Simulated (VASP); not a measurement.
# Co: surface energy and work function by face, part 2 of 5

Which face of Co is cheapest, and which holds its electrons hardest?

VASP 6.6.1; r2SCAN, spin-polarised from a ferromagnetic start; plane waves and PAW (Co).

Still holding for the runs below: The magnetic state follows from one typed start and may not be the lowest.

So far. Step 3 (The bulk reference, job self-consistent run, k-mesh …): The run ends at a pressure of -0.74 GPa.

## (4) Surface relaxation, 8 atoms, face Co(0001)

System of this step: Co(0001). The cell holds 8 atoms: 8 Co. Its edges and angles: a = 2.472 Å, b = 2.472 Å, c = 29.043 Å, α = 90.0°, β = 90.0°, γ = 60.0°. It derives from Co. 8 layers of hcp Co, cut at this functional's lattice. Vacuum lies along c.

All atoms relax at the fixed cell.

INCAR

```
SYSTEM = Co
PREC = Normal
ENCUT = 320
EDIFF = 1E-05
NELM = 120
ISMEAR = 1
SIGMA = 0.15
LREAL = .FALSE.
ALGO = Normal
METAGGA = R2SCAN
LASPH = .TRUE.
NBANDS = 58
ISPIN = 2
MAGMOM = 2 2 2 2 2 2 2 2
LMAXMIX = 4
LORBIT = 11
LWAVE = .FALSE.
LCHARG = .FALSE.
KPAR = 4
IBRION = 2
NSW = 40
ISIF = 2
EDIFFG = -0.03
POTIM = 0.4
MAXMIX = 40
```

POSCAR

```
Co
1.0
    2.4720257627      0.0000000000      0.0000000000
    1.2360128814      2.1408371093      0.0000000000
    0.0000000000      0.0000000000     29.0425499876
Co
8
Direct
    0.6666666700      0.6666666700      0.2582417900
    0.0000000000      0.0000000000      0.3273155600
    0.6666666700      0.6666666700      0.3963893400
    0.0000000000      0.0000000000      0.4654631100
    0.6666666700      0.6666666700      0.5345368900
    0.0000000000      0.0000000000      0.6036106600
    0.6666666700      0.6666666700      0.6726844400
    0.0000000000      0.0000000000      0.7417582100
```

KPOINTS

```
Automatic mesh
0
Gamma
15 15 1
0 0 0
```

The projector-augmented-wave data sets are Co (PBE family, release 64).

Started as:

```sh
$ mpirun -np 4 vasp_std
```

What it wrote:

```text
[banner, memory and clock lines left out]
running    4 mpi-ranks, on    1 nodes
 distrk:  each k-point on    1 cores,    4 groups
 distr:  one band on    1 cores,    1 groups

 POSCAR found type information on POSCAR Co
 POSCAR found :  1 types and       8 ions
 [... a notice as in an earlier step ...]

 LDA part: xc-table for (None), standard interpolation
 POSCAR, INCAR and KPOINTS ok, starting setup
 FFT: planning ... GRIDC
 FFT: planning ... GRID_SOFT
 FFT: planning ... GRID
 WAVECAR not read
 entering main loop
       N       E                     dE             d eps       ncg     rms          rms(c)
DAV:   1     0.424289967480E+03    0.42429E+03   -0.24199E+04  6352   0.107E+03
DAV:   2    -0.822662053018E+02   -0.50656E+03   -0.46459E+03  6270   0.278E+02
DAV:   3    -0.123679788788E+03   -0.41414E+02   -0.38635E+02  6674   0.110E+02
DAV:   4    -0.124415976671E+03   -0.73619E+00   -0.73443E+00  6876   0.168E+01
DAV:   5    -0.124438174841E+03   -0.22198E-01   -0.22197E-01  9464   0.186E+00    0.347E+01
DAV:   6    -0.123730776607E+03    0.70740E+00   -0.13537E+02  7240   0.142E+02    0.527E+01
DAV:   7    -0.167834083245E+03   -0.44103E+02   -0.11680E+02  8014   0.171E+02    0.776E+01
DAV:   8    -0.113644673059E+03    0.54189E+02   -0.58555E+01  9620   0.701E+01    0.413E+01
DAV:   9    -0.104926437928E+03    0.87182E+01   -0.34824E+01  8504   0.823E+01    0.299E+01
DAV:  10    -0.109587572401E+03   -0.46611E+01   -0.30927E+01  7910   0.646E+01    0.390E+01
DAV:  11    -0.103864790100E+03    0.57228E+01   -0.10078E+01  7784   0.441E+01    0.191E+01
DAV:  12    -0.103340864188E+03    0.52393E+00   -0.61338E+00  7890   0.298E+01    0.745E+00
DAV:  13    -0.103778975305E+03   -0.43811E+00   -0.13803E+00  6882   0.114E+01    0.767E+00
DAV:  14    -0.104104286271E+03   -0.32531E+00   -0.45872E-01  7142   0.599E+00    0.846E+00
DAV:  15    -0.103970028927E+03    0.13426E+00   -0.10305E-01  6490   0.407E+00    0.731E+00
DAV:  16    -0.103746751067E+03    0.22328E+00   -0.81922E-01  8740   0.143E+01    0.377E+00
DAV:  17    -0.103864769833E+03   -0.11802E+00   -0.24974E-01  7974   0.507E+00    0.305E+00
DAV:  18    -0.103962734551E+03   -0.97965E-01   -0.93687E-02  7094   0.283E+00    0.292E+00
DAV:  19    -0.104087199923E+03   -0.12447E+00   -0.99871E-02  7136   0.295E+00    0.261E+00
DAV:  20    -0.104167306170E+03   -0.80106E-01   -0.15033E-01  7198   0.458E+00    0.173E+00
DAV:  21    -0.104182306049E+03   -0.15000E-01   -0.71477E-02  7438   0.242E+00    0.138E+00
DAV:  22    -0.104191804093E+03   -0.94980E-02   -0.26677E-02  8124   0.236E+00    0.124E+00
DAV:  23    -0.104196600973E+03   -0.47969E-02   -0.19221E-02  7240   0.131E+00    0.121E+00
DAV:  24    -0.104201129823E+03   -0.45288E-02   -0.91847E-03  7610   0.877E-01    0.111E+00
DAV:  25    -0.104202019418E+03   -0.88960E-03   -0.14186E-02  7376   0.137E+00    0.862E-01
DAV:  26    -0.104201818634E+03    0.20078E-03   -0.42545E-03  7348   0.762E-01    0.784E-01
DAV:  27    -0.104201043424E+03    0.77521E-03   -0.41945E-03  7520   0.936E-01    0.748E-01
DAV:  28    -0.104201554209E+03   -0.51078E-03   -0.23598E-03  6976   0.546E-01    0.541E-01
DAV:  29    -0.104202562164E+03   -0.10080E-02   -0.25905E-03  7496   0.646E-01    0.333E-01
DAV:  30    -0.104203609596E+03   -0.10474E-02   -0.10423E-03  8166   0.357E-01    0.253E-01
DAV:  31    -0.104205249418E+03   -0.16398E-02   -0.65642E-04  7762   0.367E-01    0.170E-01
DAV:  32    -0.104206598796E+03   -0.13494E-02   -0.56157E-04  7592   0.190E-01    0.131E-01
DAV:  33    -0.104206951353E+03   -0.35256E-03   -0.51467E-04  7478   0.176E-01    0.658E-02
DAV:  34    -0.104206968506E+03   -0.17153E-04   -0.38327E-04  6564   0.157E-01    0.430E-02
DAV:  35    -0.104207357801E+03   -0.38929E-03   -0.68851E-04  6752   0.192E-01    0.381E-02
DAV:  36    -0.104206315549E+03    0.10423E-02   -0.62724E-04  6576   0.179E-01    0.378E-02
DAV:  37    -0.104206179129E+03    0.13642E-03   -0.30584E-04  6798   0.137E-01    0.504E-02
DAV:  38    -0.104206082219E+03    0.96911E-04   -0.76295E-05  6166   0.756E-02    0.379E-02
DAV:  39    -0.104206049989E+03    0.32230E-04   -0.20898E-05  5236   0.622E-02    0.231E-02
DAV:  40    -0.104206029434E+03    0.20554E-04   -0.12433E-05  4808   0.427E-02    0.129E-02
DAV:  41    -0.104206037387E+03   -0.79523E-05   -0.76009E-06  4334   0.227E-02
   1 F= -.10420604E+03 E0= -.10420634E+03  d E =-.104206E+03  mag=    13.9748
 curvature:   0.00 expect dE= 0.000E+00 dE for cont linesearch  0.000E+00
 trial: gam= 0.00000 g(F)=  0.792E-01 g(S)=  0.000E+00 ort = 0.000E+00 (trialstep = 0.100E+01)
 search vector abs. value=  0.792E-01
 bond charge predicted
       N       E                     dE             d eps       ncg     rms          rms(c)
DAV:   1    -0.104172631549E+03    0.33398E-01   -0.12491E+01  6392   0.128E+01    0.194E+00
DAV:   2    -0.104250059747E+03   -0.77428E-01   -0.31160E-01  8756   0.526E+00    0.121E+00
DAV:   3    -0.104266717536E+03   -0.16658E-01   -0.42072E-02  6658   0.262E+00    0.453E-01
DAV:   4    -0.104266234451E+03    0.48309E-03   -0.62962E-03  6780   0.548E-01    0.327E-01
DAV:   5    -0.104267075508E+03   -0.84106E-03   -0.28207E-03  8746   0.740E-01    0.156E-01
DAV:   6    -0.104267210882E+03   -0.13537E-03   -0.94220E-04  7400   0.253E-01    0.121E-01
DAV:   7    -0.104267366023E+03   -0.15514E-03   -0.63094E-04  7474   0.383E-01    0.552E-02
DAV:   8    -0.104267435830E+03   -0.69807E-04   -0.31261E-04  8434   0.175E-01    0.691E-02
DAV:   9    -0.104267677452E+03   -0.24162E-03   -0.16934E-04  6778   0.159E-01    0.309E-02
DAV:  10    -0.104267592226E+03    0.85226E-04   -0.47550E-05  5636   0.638E-02    0.151E-02
DAV:  11    -0.104267605222E+03   -0.12996E-04   -0.24137E-05  4990   0.477E-02    0.662E-03
DAV:  12    -0.104267596724E+03    0.84982E-05   -0.14161E-05  4844   0.277E-02
   2 F= -.10426760E+03 E0= -.10426874E+03  d E =-.615593E-01  mag=    14.0094
[...]
3 F= -.10428149E+03 E0= -.10428217E+03  d E =-.754500E-01  mag=    14.0415
[...]
4 F= -.10428168E+03 E0= -.10428230E+03  d E =-.756435E-01  mag=    14.0455
[...]
5 F= -.10428164E+03 E0= -.10428228E+03  d E =-.756001E-01  mag=    14.0438
[...]
6 F= -.10428299E+03 E0= -.10428363E+03  d E =-.135036E-02  mag=    14.0505
[...]
7 F= -.10428406E+03 E0= -.10428470E+03  d E =-.242191E-02  mag=    14.0615
 curvature:  -1.68 expect dE=-0.412E-03 dE for cont linesearch -0.109E-05
 trial: gam= 0.19285 g(F)=  0.246E-03 g(S)=  0.000E+00 ort =-0.303E-04 (trialstep = 0.158E+01)
 search vector abs. value=  0.286E-03
 bond charge predicted
       N       E                     dE             d eps       ncg     rms          rms(c)
DAV:   1    -0.104283619852E+03    0.44414E-03   -0.10701E-01  6322   0.119E+00    0.169E-01
DAV:   2    -0.104284389888E+03   -0.77004E-03   -0.22563E-03  7770   0.416E-01    0.108E-01
DAV:   3    -0.104284636949E+03   -0.24706E-03   -0.32024E-04  6632   0.219E-01    0.523E-02
DAV:   4    -0.104284558879E+03    0.78071E-04   -0.43992E-05  6208   0.465E-02    0.318E-02
DAV:   5    -0.104284535674E+03    0.23204E-04   -0.20865E-05  4760   0.565E-02    0.308E-02
DAV:   6    -0.104284409372E+03    0.12630E-03   -0.15994E-05  4250   0.606E-02    0.176E-02
DAV:   7    -0.104284439051E+03   -0.29679E-04   -0.67904E-06  4166   0.249E-02    0.139E-02
DAV:   8    -0.104284446066E+03   -0.70148E-05   -0.48731E-06  4168   0.157E-02
   8 F= -.10428445E+03 E0= -.10428514E+03  d E =-.386687E-03  mag=    14.0608
 trial-energy change:   -0.000387  1 .order   -0.000255   -0.000380   -0.000131
 step:   1.7664(harm=  2.4132)  dis= 0.00310  next Energy=  -104.284454 (dE=-0.394E-03)
 reached required accuracy - stopping structural energy minimisation
```

Run time: 7.2 min. Hardware: 4 MPI ranks of Intel Xeon 6975P-C (Granite Rapids), shared host; peak memory 1.1 GiB; 27 min of CPU time.

From OUTCAR (step 4):

```text
  LATTYP: Found a hexagonal cell.
 ALAT       =     2.4720257627
 C/A-ratio  =    11.7484819235

 Subroutine GETGRP returns: Found 12 space group operations
 (whereof  6 operations were pure point group operations)

The static configuration has the point symmetry C_3v.
 The point group associated with its full space group is D_3d.

 Found     27 irreducible k-points:

   k-points           NKPTS =     27   k-points in BZ     NKDIM =     27   number of bands    NBANDS=     58

   dimension x,y,z NGX =    12 NGY =   12 NGZ =  128
   dimension x,y,z NGXF=    24 NGYF=   24 NGZF=  256

   ENCUT  =  320.0 eV  23.52 Ry    4.85 a.u.   3.61  3.61 42.36*2*pi/ulx,y,z

   NELECT =      72.0000    total number of electrons

 E-fermi :   3.7508

 spin component 1
 k-point     1 :       0.0000    0.0000    0.0000
  band No.  band energies     occupation
    ...
     45       2.1008      1.00000
     46       2.1012      1.00000
     47       2.1014      1.00000
     48       3.4386      1.00610
     49       3.7503      0.50267
     50       8.5452      0.00000
     51       8.8079      0.00000
     52       9.7675      0.00000
     53      10.5209      0.00000
     54      11.6449      0.00000
    ...

 k-point     2 :       0.0667    0.0000    0.0000
  band No.  band energies     occupation
    ...
     43       2.0279      1.00000
     44       2.1106      1.00000
     45       2.1142      1.00000
     46       2.1932      1.00000
     47       2.8269      1.00000
     48       3.8859     -0.01152
     49       4.2626     -0.00001
     50       8.6913      0.00000
     51       8.9431      0.00000
     52       9.9074      0.00000
    ...

 k-point     3 :       0.1333    0.0000    0.0000
  band No.  band energies     occupation
    ...
     43       2.0427      1.00000
     44       2.1350      1.00000
     45       2.1480      1.00000
     46       2.7158      1.00000
     47       3.6576      0.92925
     48       4.7821     -0.00000
     49       5.3264     -0.00000
     50       9.1291      0.00000
     51       9.3396      0.00000
     52      10.3256      0.00000
    ...

 k-point     4 :       0.2000   -0.0000    0.0000
  band No.  band energies     occupation
    ...
     42       2.0578      1.00000
     43       2.1647      1.00000
     44       2.1911      1.00000
     45       2.4070      1.00000
     46       3.3639      1.00081
     47       4.5527     -0.00000
     48       5.8461     -0.00000
     49       6.6175     -0.00000
     50       9.8576      0.00000
     51       9.9671      0.00000
    ...

  Total       -1.6346406     -1.6346406      0.3180781     -0.0000000     -0.0000000     -0.0000000
  in kB      -17.0396829    -17.0396829      3.3156832     -0.0000000     -0.0000000     -0.0000000
  external PRESSURE =     -10.2545609 kB  Pullay stress =       0.0000000 kB

  energy-cutoff  :      320.00
  volume of cell :      153.70
      direct lattice vectors                 reciprocal lattice vectors
     2.472025763  0.000000000  0.000000000     0.404526528 -0.233553500  0.000000000
     1.236012881  2.140837109  0.000000000     0.000000000  0.467107000  0.000000000
     0.000000000  0.000000000 29.042549988     0.000000000  0.000000000  0.034432238

 POSITION                                       TOTAL-FORCE (eV/Angst)
 -----------------------------------------------------------------------------------
      2.47203      1.42722      7.53195        -0.000000     -0.000000     -0.026691
      1.23601      2.14084      9.45547         0.000000      0.000000     -0.020044
      2.47203      1.42722     11.52460        -0.000000      0.000000     -0.002626
      1.23601      2.14084     13.48208         0.000000     -0.000000      0.003887
      2.47203      1.42722     15.56047        -0.000000      0.000000     -0.003887
      3.70804      2.14084     17.51795        -0.000000     -0.000000      0.002626
      2.47203      1.42722     19.58708        -0.000000     -0.000000      0.020044
      0.00000      0.00000     21.51060         0.000000      0.000000      0.026691
 -----------------------------------------------------------------------------------
    total drift:                                0.000002      0.000001     -0.000002

  FREE ENERGIE OF THE ION-ELECTRON SYSTEM (eV)
  ---------------------------------------------------
  free  energy   TOTEN  =      -104.2844460658 eV

  energy  without entropy=     -104.2865290592  energy(sigma->0) =     -104.28514040

 total charge
# of ion       s       p       d       tot
------------------------------------------
    1        0.520   0.475   7.199   8.193
    2        0.519   0.582   7.237   8.338
    3        0.521   0.579   7.225   8.324
    4        0.519   0.579   7.220   8.318
    5        0.519   0.579   7.220   8.318
    6        0.521   0.579   7.225   8.324
    7        0.519   0.582   7.237   8.338
    8        0.520   0.475   7.199   8.193
--------------------------------------------------
tot          4.156   4.428  57.761  66.345

 magnetization (x)
# of ion       s       p       d       tot
------------------------------------------
    1       -0.011  -0.088   1.972   1.873
    2       -0.016  -0.091   1.902   1.795
    3       -0.010  -0.084   1.901   1.806
    4       -0.011  -0.086   1.919   1.822
    5       -0.011  -0.086   1.919   1.822
    6       -0.010  -0.084   1.901   1.806
    7       -0.016  -0.091   1.902   1.795
    8       -0.011  -0.088   1.972   1.873
--------------------------------------------------
tot         -0.097  -0.698  15.387  14.591

[... 1 part as in an earlier step ...]

[... 11 further parts left out ...]
```

CONTCAR:

```
Co
   1.00000000000000
     2.4720257627000000    0.0000000000000000    0.0000000000000000
     1.2360128814000000    2.1408371093000000    0.0000000000000000
     0.0000000000000000    0.0000000000000000   29.0425499876000011
  Co
     8
Direct
     0.6666666699999979    0.6666666699999979    0.2593417942434682
     0.0000000000000000    1.0000000000000000    0.3255728806368544
     0.6666666699999979    0.6666666699999979    0.3968178096959846
     0.0000000000000000    1.0000000000000000    0.4642180274158307
     0.6666666699999979    0.6666666699999979    0.5357819725841694
     1.0000000000000000    1.0000000000000000    0.6031821903040152
     0.6666666699999979    0.6666666699999979    0.6744271193631457
     0.0000000000000000    0.0000000000000000    0.7406582057565319
```

The run keeps the 12 symmetry operations of its start, so it cannot find a distortion of lower symmetry.

Step by step:

```csv
step,energy less that of the first step (eV),largest force (eV/Å)
1,0.0000,0.7249
2,-0.0616,0.3529
3,-0.0755,0.1195
4,-0.0756,0.0981
5,-0.0756,0.1076
6,-0.0770,0.0646
7,-0.0780,0.0377
8,-0.0784,0.0267
```

The atoms that moved most (Å):

```csv
atom,dx,dy,dz,length
Co2,0.000,0.000,-0.051,0.051
Co7,0.000,0.000,0.051,0.051
Co4,0.000,0.000,-0.036,0.036
Co5,0.000,0.000,0.036,0.036
Co1,0.000,0.000,0.032,0.032
Co8,0.000,0.000,-0.032,0.032
Co3,0.000,0.000,0.012,0.012
Co6,0.000,0.000,-0.012,0.012
```

The relaxed structure:

```
Co
1.0
     2.47203    0.00000    0.00000
     1.23601    2.14084    0.00000
     0.00000    0.00000   29.04255
Co
8
Direct
  0.66667 0.66667 0.25934
  0.00000 0.00000 0.32557
  0.66667 0.66667 0.39682
  0.00000 0.00000 0.46422
  0.66667 0.66667 0.53578
  0.00000 0.00000 0.60318
  0.66667 0.66667 0.67443
  0.00000 0.00000 0.74066
```

This step gave:

- electronic cycles: 96
- electrons: 72
- free energy (TOTEN): -104.2844 eV
- energy at zero smearing: -104.2851 eV
- Fermi energy: 3.751 eV
- moment of the cell, from the last line of the log: 14.06 μB

Spin moment in the PAW sphere by atom:

```csv
atom,spin moment in the PAW sphere (μB)
Co1,1.87
Co2,1.79
Co3,1.81
Co4,1.82
Co5,1.82
Co6,1.81
Co7,1.79
Co8,1.87
```

The run ended after 8 ionic steps, 0.078 eV below its first step, once the forces on the free atoms met EDIFFG = -0.03.

[end of part 2 of 5]

[Lines on the potential files, build, host, timing and source positions are cut from VASP's logs without a mark.]

[Logs are printed without paths, hosts, clocks, repeated set-up lines and the standing remarks that a program may print on its own settings, such as how far it seeks lower states.]

[Hosts, paths, dates, database ids (printed as entryN), source tags and the programs' standing remarks are cut or masked in the printed files.]

[Runs that stopped without an error message from VASP are left out.]
